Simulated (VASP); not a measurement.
Method: PBEsol GGA, VASP's PBE PAW potentials (set 64) (plane waves; VASP).

The input files of a VASP run:

File POSCAR:
```
Ir(210) slab
1
    4.6943245663     0.0000000000     0.0000000000
    3.1295500436     3.4989428066     0.0000000000
    0.0000000000     0.0000000000    25.2570166944
Ir
12
Direct
  0.3503188888   0.3503188888   0.3199919723
  0.6522011938   0.6522011938   0.3494762799
  0.9541723276   0.9541723276   0.3783491504
  0.2460129648   0.2460129648   0.4164170237
  0.5466067543   0.5466067543   0.4498249692
  0.8504540788   0.8504540788   0.4825111372
  0.1495459212   0.1495459212   0.5174888628
  0.4533932457   0.4533932457   0.5501750308
  0.7539870352   0.7539870352   0.5835829763
  0.0458276724   0.0458276724   0.6216508496
  0.3477988062   0.3477988062   0.6505237201
  0.6496811112   0.6496811112   0.6800080277
```

File KPOINTS:
```
K-points
0
Gamma
 8 8 1
```

### INCAR
```
ALGO = Normal
DIPOL = 0.5 0.5 0.5
EDIFF = 1E-6
ENCUT = 400
GGA = PS
IDIPOL = 3
ISMEAR = 1
LASPH = .TRUE.
LCHARG = .FALSE.
LDIPOL = .TRUE.
LMAXMIX = 6
LORBIT = 11
LREAL = .FALSE.
LVHAR = .TRUE.
LWAVE = .FALSE.
NELM = 100
NELMIN = 4
PREC = Normal
SIGMA = 0.1
SYSTEM = Ir(210) slab
```

POTCAR, in this order: Ir (PBE.64 set). Program: vasp_std. Read from the step before: WAVECAR.

The resulting files:

OUTCAR:
```
 ion  position               nearest neighbor table
   1  0.350  0.350  0.320-   3 2.58   3 2.58   4 2.59   2 2.67   2 2.67   2 2.69
   2  0.652  0.652  0.349-   3 2.66   3 2.66   1 2.67   1 2.67   4 2.68   4 2.68   3 2.69   5 2.69
                             1 2.69
   3  0.954  0.954  0.378-   1 2.58   1 2.58   2 2.66   2 2.66   4 2.68   2 2.69   5 2.75   5 2.75
                             6 2.78   4 2.79   4 2.79
   4  0.246  0.246  0.416-   1 2.59   2 2.68   2 2.68   3 2.68   7 2.68   6 2.69   6 2.69   5 2.70
                             5 2.70   5 2.71   3 2.79   3 2.79
   5  0.547  0.547  0.450-   8 2.66   6 2.68   6 2.68   2 2.69   4 2.70   4 2.70   4 2.71   7 2.72
                             7 2.72   6 2.73   3 2.75   3 2.75
   6  0.850  0.850  0.483-   5 2.68   5 2.68   9 2.68   4 2.69   4 2.69   7 2.71   8 2.72   8 2.72
                             7 2.72   7 2.72   5 2.73   3 2.78
   7  0.150  0.150  0.517-   8 2.68   8 2.68   4 2.68   9 2.69   9 2.69   6 2.71   5 2.72   5 2.72
                             6 2.72   6 2.72   8 2.73  10 2.78
   8  0.453  0.453  0.550-   5 2.66   7 2.68   7 2.68  11 2.69   9 2.70   9 2.70   9 2.71   6 2.72
                             6 2.72   7 2.73  10 2.75  10 2.75
   9  0.754  0.754  0.584-  12 2.59  11 2.68  11 2.68  10 2.68   6 2.68   7 2.69   7 2.69   8 2.70
                             8 2.70   8 2.71  10 2.79  10 2.79
  10  0.046  0.046  0.622-  12 2.58  12 2.58  11 2.66  11 2.66   9 2.68  11 2.69   8 2.75   8 2.75
                             7 2.78   9 2.79   9 2.79
  11  0.348  0.348  0.651-  10 2.66  10 2.66  12 2.67  12 2.67   9 2.68   9 2.68  10 2.69   8 2.69
                            12 2.69
  12  0.650  0.650  0.680-  10 2.58  10 2.58   9 2.59  11 2.67  11 2.67  11 2.69
  LATTYP: Found a base centered orthorhombic cell.
 ALAT       =     3.8328996948
 B/A-ratio  =     2.2360681955
 C/A-ratio  =     6.5895323920
 Subroutine PRICEL returns:
 Original cell was already a primitive cell.
 Subroutine GETGRP returns: Found  4 space group operations
The static configuration has the point symmetry C_2h.
The dynamic configuration has the point symmetry C_2h.
 Subroutine INISYM returns: Found  4 space group operations
 Subroutine IBZKPT returns following result:
 Found     21 irreducible k-points:

 Following reciprocal coordinates:
            Coordinates               Weight
  0.000000  0.000000  0.000000      1.000000
  0.125000 -0.000000  0.000000      4.000000
...
```

File OSZICAR:
```
       N       E                     dE             d eps       ncg     rms          rms(c)
DAV:   1    -0.110607723650E+03   -0.11061E+03   -0.13310E-03  5048   0.256E-01    0.183E-01
DAV:   2    -0.110617148589E+03   -0.94249E-02   -0.38371E-02  5176   0.141E+00    0.939E-01
DAV:   3    -0.110607253095E+03    0.98955E-02   -0.25146E-02  5192   0.116E+00    0.541E-02
DAV:   4    -0.110607268827E+03   -0.15732E-04   -0.55435E-04  4016   0.113E-01    0.144E-02
DAV:   5    -0.110607271583E+03   -0.27561E-05   -0.35444E-05  4112   0.338E-02    0.769E-03
DAV:   6    -0.110607271266E+03    0.31677E-06   -0.26542E-06  2144   0.148E-02
   1 F= -.11060727E+03 E0= -.11060719E+03  d E =-.231747E-03
```

File OUTCAR:
```
------------------------ aborting loop because EDIFF is reached ----------------------------------------
  FORCE on cell =-STRESS in cart. coord.  units (eV):
  Direction    XX          YY          ZZ          XY          YZ          ZX
  --------------------------------------------------------------------------------------
  Total       -8.0664509     -6.2541666      0.0093408     -1.0130979     -0.1714649     -0.3834037
  in kB      -31.1530857    -24.1539419      0.0360746     -3.9126410     -0.6622071     -1.4807266
  external PRESSURE =     -18.4236510 kB  Pullay stress =       0.0000000 kB
  volume of cell :      414.85
      direct lattice vectors                 reciprocal lattice vectors
     4.694324566  0.000000000  0.000000000     0.213023191 -0.190533762  0.000000000
     3.129550044  3.498942807  0.000000000     0.000000000  0.285800613  0.000000000
     0.000000000  0.000000000 25.257016694     0.000000000  0.000000000  0.039592958
 POSITION                                       TOTAL-FORCE (eV/Angst)
 -----------------------------------------------------------------------------------
      2.74085      1.22575      8.08204         0.025690      0.011489      0.004213
      5.10274      2.28201      8.82673         0.006585      0.002945     -0.013638
      7.46532      3.33859      9.55597         0.005786      0.002588      0.017047
      1.92477      0.86079     10.51745         0.010632      0.004755     -0.004679
      4.27658      1.91255     11.36124         0.010959      0.004901     -0.007113
      6.65385      2.97569     12.18679        -0.004096     -0.001832     -0.013483
      1.17003      0.52325     13.07022         0.004096      0.001832      0.013483
      3.54729      1.58640     13.89578        -0.010959     -0.004901      0.007113
      5.89910      2.63816     14.73956        -0.010632     -0.004755      0.004679
      0.35855      0.16035     15.70105        -0.005786     -0.002588     -0.017047
      2.72113      1.21693     16.43029        -0.006585     -0.002945      0.013638
      5.08302      2.27320     17.17497        -0.025690     -0.011489     -0.004213
 -----------------------------------------------------------------------------------
    total drift:                                0.000000      0.000000     -0.000000
  FREE ENERGIE OF THE ION-ELECTRON SYSTEM (eV)
  ---------------------------------------------------
  free  energy   TOTEN  =      -110.6072712661 eV

  energy  without entropy=     -110.6070395187  energy(sigma->0) =     -110.60719402

 total charge

# of ion       s       p       d       tot
------------------------------------------
    1        0.668   0.422   7.018   8.109
    2        0.682   0.630   6.925   8.236
    3        0.686   0.708   6.965   8.359
    4        0.682   0.755   6.980   8.417
    5        0.678   0.746   6.982   8.407
    6        0.675   0.746   6.981   8.402
    7        0.675   0.746   6.981   8.402
    8        0.678   0.746   6.982   8.407
    9        0.682   0.755   6.980   8.417
   10        0.686   0.708   6.965   8.359
   11        0.682   0.630   6.925   8.236
   12        0.668   0.422   7.018   8.109
--------------------------------------------------
tot          8.141   8.015  83.703  99.860
```
(Selected blocks of OUTCAR.)

The cell is a thin slab with vacuum, built from Ir (fcc): (210) face.
